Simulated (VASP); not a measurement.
# LiPb (Pm-3m) in VASP: density of states with LDA

Aim: the density of states of LiPb with LDA.

Program: VASP 6.6.1. These are calculated values, not measurements. Logs are shortened: lines on timing, memory, paths and dates and some standing lists are left out, and cuts for length are marked.

### Step 1. The crystal as given

Symmetry: Pm-3m, No. 221, cubic system. The conventional cell has a = 3.458 Å, b = 3.458 Å, c = 3.458 Å, α = 90.00°, β = 90.00°, γ = 90.00°. Li (site symmetry m-3m) has 8 Pb at 2.99 Å as nearest neighbours. Around Pb (site symmetry m-3m) lie 8 Li at 2.99 Å.

### Step 2. Density of states, LDA

File POSCAR:

```
LiPb
1.0
    3.4575310566      0.0000000000      0.0000000000
    0.0000000000      3.4575310566      0.0000000000
    0.0000000000      0.0000000000      3.4575310566
Li Pb
1 1
Direct
    0.5000000000      0.5000000000      0.5000000000
    0.0000000000      0.0000000000      0.0000000000
```

File INCAR.step1:

```
  ALGO = Normal
  EDIFF = 1E-7
  ENCUT = 520
  GGA = CA
  ISIF = 2
  ISMEAR = 1
  LASPH = T
  LCHARG = T
  LREAL = F
  LWAVE = F
  NBANDS = 16
  NELM = 100
  PREC = Accurate
  SIGMA = 0.3
```

File KPOINTS.step1:

```
k-points
0
Gamma
  9 9 9
```

File INCAR.step2:

```
  ALGO = Normal
  EDIFF = 1E-7
  ENCUT = 520
  GGA = CA
  ICHARG = 11
  ISIF = 2
  ISMEAR = -5
  LASPH = T
  LCHARG = F
  LORBIT = 11
  LREAL = F
  LWAVE = F
  NEDOS = 1001
  NELM = 100
  PREC = Accurate
  SIGMA = 0.3
```

File KPOINTS.step2:

```
k-points
0
Gamma
  14 14 14
```

Potentials or basis: VASP PAW LDA potentials, release 64 (Li_sv, Pb_d).

Started as:

```bash
$ cat potpaw_LDA.64/Li_sv/POTCAR potpaw_LDA.64/Pb_d/POTCAR > POTCAR
$ cp INCAR.step1 INCAR
$ cp KPOINTS.step1 KPOINTS
$ mpirun -np 1 vasp_std > vasp.out
$ cp INCAR.step2 INCAR
$ cp KPOINTS.step2 KPOINTS
$ mpirun -np 1 vasp_std > vasp.out
```

OUTCAR:

```text
EDIFF = 1E-7
   ENCUT = 520
   GGA = CA
   ICHARG = 11
   ISIF = 2
   ISMEAR = -5
   LASPH = T
   LORBIT = 11
   LREAL = F
   NELM = 100
   PREC = Accurate

 ion  position               nearest neighbor table
   1  0.500  0.500  0.500-   2 2.99   2 2.99   2 2.99   2 2.99   2 2.99   2 2.99   2 2.99   2 2.99

   2  0.000  0.000  0.000-   1 2.99   1 2.99   1 2.99   1 2.99   1 2.99   1 2.99   1 2.99   1 2.99

  LATTYP: Found a simple cubic cell.
 ALAT       =     3.4575310566

  Lattice vectors:

 A1 = (   3.4575310566,   0.0000000000,   0.0000000000)
 A2 = (   0.0000000000,   3.4575310566,   0.0000000000)
 A3 = (   0.0000000000,   0.0000000000,   3.4575310566)

Analysis of symmetry for initial positions (statically):
=====================================================================
 Subroutine PRICEL returns:
 Original cell was already a primitive cell.

 Routine SETGRP: Setting up the symmetry group for a
 simple cubic supercell.

 Subroutine GETGRP returns: Found 48 space group operations
 (whereof 48 operations were pure point group operations)
 out of a pool of 48 trial point group operations.

The static configuration has the point symmetry O_h .

Analysis of symmetry for dynamics (positions and initial velocities):
=====================================================================
 Subroutine PRICEL returns:
 Original cell was already a primitive cell.

 Routine SETGRP: Setting up the symmetry group for a
 simple cubic supercell.

 Subroutine GETGRP returns: Found 48 space group operations
 (whereof 48 operations were pure point group operations)
 out of a pool of 48 trial point group operations.

The dynamic configuration has the point symmetry O_h .

 Subroutine INISYM returns: Found 48 space group operations
 (whereof 48 operations are pure point group operations),
 and found     1 'primitive' translations

----------------------------------------------------------------------------------------

                                     Primitive cell

  volume of cell :      41.3331

  direct lattice vectors                    reciprocal lattice vectors
     3.457531057  0.000000000  0.000000000     0.289223722  0.000000000  0.000000000
     0.000000000  3.457531057  0.000000000     0.000000000  0.289223722  0.000000000
     0.000000000  0.000000000  3.457531057     0.000000000  0.000000000  0.289223722

  length of vectors
     3.457531057  3.457531057  3.457531057     0.289223722  0.289223722  0.289223722

  position of ions in fractional coordinates (direct lattice)
     0.500000000  0.500000000  0.500000000
     0.000000000  0.000000000  0.000000000

  ion indices of the primitive-cell ions
   primitive index   ion index
                 1           1
                 2           2

----------------------------------------------------------------------------------------

 KPOINTS: k-points

Automatic generation of k-mesh.
 Grid dimensions read from file:
 generate k-points for:   14   14   14

 Generating k-lattice:

  Cartesian coordinates                     Fractional coordinates (reciprocal lattice)
     0.020658837  0.000000000  0.000000000     0.071428571  0.000000000  0.000000000
     0.000000000  0.020658837  0.000000000     0.000000000  0.071428571  0.000000000
     0.000000000  0.000000000  0.020658837     0.000000000  0.000000000  0.071428571

  Length of vectors
     0.020658837  0.020658837  0.020658837

  Shift w.r.t. Gamma in fractional coordinates (k-lattice)
     0.000000000  0.000000000  0.000000000

 TETIRR: Found   1360 inequivalent tetrahedra from    16464

 Subroutine IBZKPT returns following result:
 ===========================================

 Found    120 irreducible k-points:

 Following reciprocal coordinates:
            Coordinates               Weight
  0.000000  0.000000  0.000000      1.000000
  0.071429  0.000000  0.000000      6.000000
  0.142857  0.000000  0.000000      6.000000
  0.214286  0.000000  0.000000      6.000000
  0.285714  0.000000  0.000000      6.000000
  0.357143  0.000000  0.000000      6.000000
[... 16 lines left out ...]
  0.285714  0.214286  0.000000     24.000000
  0.357143  0.214286  0.000000     24.000000
 [... further k-points ...]
   k-points           NKPTS =    120   k-points in BZ     NKDIM =    120   number of bands    NBANDS=     12
   number of dos      NEDOS =   1001   number of ions     NIONS =      2
   total plane-waves  NPLWV =  21952
   dimension x,y,z NGX =    28 NGY =   28 NGZ =   28
   dimension x,y,z NGXF=    56 NGYF=   56 NGZF=   56
   ions per type =               1   1
   NGX,Y,Z   is equivalent  to a cutoff of  13.46, 13.46, 13.46 a.u.
   NGXF,Y,Z  is equivalent  to a cutoff of  26.93, 26.93, 26.93 a.u.
 SYSTEM =  unknown system
   PREC   = accura    normal or accurate (medium, high low for compatibility)
   ISTART =      0    job   : 0-new  1-cont  2-samecut
   ICHARG =     11    charge: 1-file 2-atom 10-const
   ISPIN  =      1    spin polarized calculation?
   LNONCOLLINEAR =      F non collinear calculations
   LSORBIT =      F    spin-orbit coupling
   LASPH  =      T    aspherical Exc in radial PAW
   ENCUT  =  520.0 eV  38.22 Ry    6.18 a.u.   6.43  6.43  6.43*2*pi/ulx,y,z
   NELM   =    100;   NELMIN=  2; NELMDL=  0     # of ELM steps
   EDIFF  = 0.1E-06   stopping-criterion for ELM
   LREAL  =      F    real-space projection
   EDIFFG = 0.1E-05   stopping-criterion for IOM
   NSW    =      0    number of steps for IOM
   IBRION =     -1    ionic relax: 0-MD 1-quasi-New 2-CG
   NFREE  =      0    steps in history (QN), initial steepest desc. (CG)
   ISIF   =      2    stress and relaxation
   ISYM   =      2    0-nonsym 1-usesym 2-fastsym
   POTIM  = 0.5000    time-step for ionic-motion
   TEBEG  =    0.0;   TEEND  =   0.0 temperature during run
   PSTRESS=    0.0 pullay stress
   NELECT =      17.0000    total number of electrons
   NUPDOWN=      -1.0000    fix difference up-down
   EMIN   =  10.00;   EMAX   =-10.00  energy-range for DOS
   EFERMI =   0.00;   METHOD = LEGACY
   ISMEAR =    -5;   SIGMA  =   0.30  broadening in eV -4-tet -1-fermi 0-gaus
   EFERMI_NEDOS =   21; number of points for ismear=-14 and -15
   IALGO  =     38    algorithm
   IMIX   =      4    mixing-type and parameters
     AMIX     =   0.40;   BMIX     =  1.00
     AMIX_MAG =   1.60;   BMIX_MAG =  1.00
  volume/ion in A,a.u.               =      20.67       139.46
  Fermi-wavevector in a.u.,A,eV,Ry     =   1.217470  2.300685 20.167018  1.482234
  Thomas-Fermi vector in A             =   2.352790
   LORBIT       =     11    0 simple, 1 ext, 2 COOP (PROOUT), +10 PAW based schemes
   GGA     = CA    functional components
   LHFCALC =     F    Hartree Fock is set to
   AEXX    =    0.0000 exact exchange contribution
   IVDW    =     0    specifies the selected vdW correction
   LEPSILON=     F    determine dielectric tensor
   LRPA    =     F    only Hartree local field effects (RPA)
 non-spin polarized calculation
 Fermi weights with tetrahedron method with Bloechl corrections
  energy-cutoff  :      520.00
  volume of cell :       41.33
 maximum number of plane-waves:      1141
 NGX is ok and might be reduce to    28

 number of electron      17.0000001 magnetization

 Free energy of the ion-electron system (eV)
  ---------------------------------------------------
  ext. energy  EPLUGINS =         0.00000000
  ---------------------------------------------------
  free energy    TOTEN  =        -6.96083954 eV

  energy without entropy =       -6.96083954  energy(sigma->0) =       -6.96083954

 E-fermi :   6.0362     XC(G=0):  -9.9928

 val. band max:        6.1548002966   @ k =   0.5000   0.2857   0.2857
 cond. band min:       5.6252719216   @ k =   0.2857   0.2857   0.2857
 fundamental gap:     -0.5295283750
 Fermi energy:         6.0362105768

 k-point     1 :       0.0000    0.0000    0.0000
  band No.  band energies     occupation
      1     -39.6645      2.00000
      2     -10.9287      2.00000
      3     -10.9287      2.00000
      4     -10.6172      2.00000
      5     -10.6172      2.00000
      6     -10.6172      2.00000
      7      -4.8673      2.00000
      8       8.3165      0.00000
      9       8.3165      0.00000
     10       8.3165      0.00000
     11      12.1591      0.00000
     12      12.7452      0.00000

 k-point     2 :       0.0714    0.0000    0.0000
  band No.  band energies     occupation
      1     -39.6643      2.00000
      2     -10.9278      2.00000
      3     -10.9154      2.00000
      4     -10.6220      2.00000
      5     -10.6220      2.00000
      6     -10.6167      2.00000
      7      -4.8131      2.00000
      8       7.6992      0.00000
      9       8.3923      0.00000
     10       8.3923      0.00000
     11      12.2591      0.00000
     12      12.7875      0.00000

 k-point     3 :       0.1429    0.0000    0.0000
  band No.  band energies     occupation
      1     -39.6640      2.00000
      2     -10.9251      2.00000
      3     -10.8784      2.00000
      4     -10.6356      2.00000
      5     -10.6356      2.00000
      6     -10.6155      2.00000
      7      -4.6522      2.00000
      8       6.4537      0.28188
      9       8.6169      0.00000
     10       8.6169      0.00000
     11      12.2996      0.00000
     12      12.9147      0.00000
[... 286 lines left out ...]
 k-point    23 :       0.2857    0.2143    0.0000
  band No.  band energies     occupation
      1     -39.6625      2.00000
      2     -10.8567      2.00000
      3     -10.7221      2.00000
      4     -10.7096      2.00000
      5     -10.6723      2.00000
      6     -10.6486      2.00000
      7      -3.5605      2.00000
      8       4.3051      2.00000
      9       5.9950      1.01980
     10      10.1120      0.00000
     11      11.9110      0.00000
     12      14.0619      0.00000

 k-point    24 :       0.3571    0.2143    0.0000
  band No.  band energies     occupation
      1     -39.6621      2.00000
      2     -10.8494      2.00000
      3     -10.7437      2.00000
      4     -10.6912      2.00000
      5     -10.6584      2.00000
      6     -10.6465      2.00000
      7      -3.1717      2.00000
      8       3.2401      2.00000
      9       6.3491      0.40424
     10      10.6718      0.00000
     11      11.3091      0.00000
     12      14.0253      0.00000

 [... further k-points ...]

------------------------ aborting loop because EDIFF is reached ----------------------------------------

  FORCE on cell =-STRESS in cart. coord.  units (eV):
  Direction    XX          YY          ZZ          XY          YZ          ZX
  --------------------------------------------------------------------------------------
  -------------------------------------------------------------------------------------
  Total        0.1096264      0.1096264      0.1096264      0.0000000      0.0000000     -0.0000000
  in kB        4.2493985      4.2493985      4.2493985      0.0000000      0.0000000     -0.0000000
  external PRESSURE =       4.2493985 kB  Pullay stress =       0.0000000 kB

 VOLUME and BASIS-vectors are now :
 -----------------------------------------------------------------------------
  energy-cutoff  :      520.00
  volume of cell :       41.33
      direct lattice vectors                 reciprocal lattice vectors
     3.457531057  0.000000000  0.000000000     0.289223722  0.000000000  0.000000000
     0.000000000  3.457531057  0.000000000     0.000000000  0.289223722  0.000000000
     0.000000000  0.000000000  3.457531057     0.000000000  0.000000000  0.289223722

 POSITION                                       TOTAL-FORCE (eV/Angst)
 -----------------------------------------------------------------------------------
      1.72877      1.72877      1.72877         0.000000      0.000000      0.000000
      0.00000      0.00000      0.00000         0.000000      0.000000      0.000000
 -----------------------------------------------------------------------------------
    total drift:                                0.000000      0.000000      0.000000

  FREE ENERGIE OF THE ION-ELECTRON SYSTEM (eV)
  ---------------------------------------------------
  free  energy   TOTEN  =        -6.9608395355 eV

  energy  without entropy=       -6.9608395355  energy(sigma->0) =       -6.96083954

 total charge

# of ion       s       p       d       tot
------------------------------------------
    1        2.020   0.069   0.000   2.089
    2        1.348   0.931   9.793  12.071
--------------------------------------------------
tot          3.368   1.000   9.793  14.161
```

Run time: 42 s. Hardware: 1 thread of Intel Xeon Platinum 8488C (Sapphire Rapids), shared host; peak memory 0.18 GiB.

Results:

* Valence electrons inside the program's atomic spheres: Li 2.09; Pb 12.07

States per cell in windows of 0.5 eV (zero at the Fermi level; states under -8 eV left out):
```
from (eV)  total  Pb2_p  Pb2_s  Li1_p  Pb2_d  Li1_s  Li1_d
     -8.0   0.25   0.00   0.17   0.00   0.00   0.00   0.00
     -7.5   0.19   0.00   0.13   0.00   0.00   0.00   0.00
     -7.0   0.08   0.00   0.06   0.00   0.00   0.00   0.00
     -6.5   0.04   0.00   0.03   0.00   0.00   0.00   0.00
     -6.0   0.01   0.00   0.01   0.00   0.00   0.00   0.00
     -5.5   0.00   0.00   0.00   0.00   0.00   0.00   0.00
     -5.0   0.00   0.00   0.00   0.00   0.00   0.00   0.00
     -4.5   0.03   0.01   0.00   0.00   0.00   0.00   0.00
     -4.0   0.19   0.05   0.00   0.00   0.00   0.01   0.00
     -3.5   0.33   0.10   0.00   0.00   0.00   0.01   0.00
     -3.0   0.46   0.14   0.01   0.01   0.00   0.01   0.00
     -2.5   0.48   0.15   0.01   0.01   0.01   0.00   0.00
     -2.0   0.41   0.13   0.02   0.01   0.01   0.00   0.00
     -1.5   0.39   0.12   0.02   0.01   0.01   0.00   0.00
     -1.0   0.37   0.11   0.02   0.01   0.01   0.00   0.00
     -0.5   0.32   0.10   0.02   0.01   0.01   0.00   0.00
      0.0   0.31   0.10   0.02   0.01   0.01   0.00   0.00
      0.5   0.35   0.11   0.02   0.01   0.01   0.00   0.00
      1.0   0.29   0.09   0.02   0.01   0.01   0.00   0.00
      1.5   0.31   0.10   0.02   0.01   0.01   0.00   0.00
      2.0   0.35   0.11   0.01   0.01   0.01   0.00   0.00
      2.5   0.55   0.12   0.01   0.03   0.03   0.01   0.00
      3.0   0.57   0.12   0.01   0.03   0.03   0.01   0.00
      3.5   0.46   0.11   0.01   0.03   0.02   0.01   0.00
      4.0   0.41   0.10   0.00   0.02   0.02   0.01   0.00
      4.5   0.35   0.08   0.00   0.02   0.02   0.01   0.00
      5.0   0.38   0.08   0.00   0.02   0.02   0.01   0.00
      5.5   0.38   0.07   0.00   0.03   0.02   0.01   0.00
      6.0   0.39   0.04   0.02   0.04   0.02   0.01   0.00
      6.5   0.47   0.03   0.03   0.05   0.03   0.02   0.00
      7.0   0.42   0.03   0.02   0.06   0.03   0.01   0.00
      7.5   0.46   0.03   0.01   0.06   0.03   0.01   0.00
```

Caveat: the cutoff is under 1.25 times the usual one of these potentials, so pressure, stress and relaxed cells hold a basis-set (Pulay) error; tetrahedron occupations give inexact forces and stress in metals.
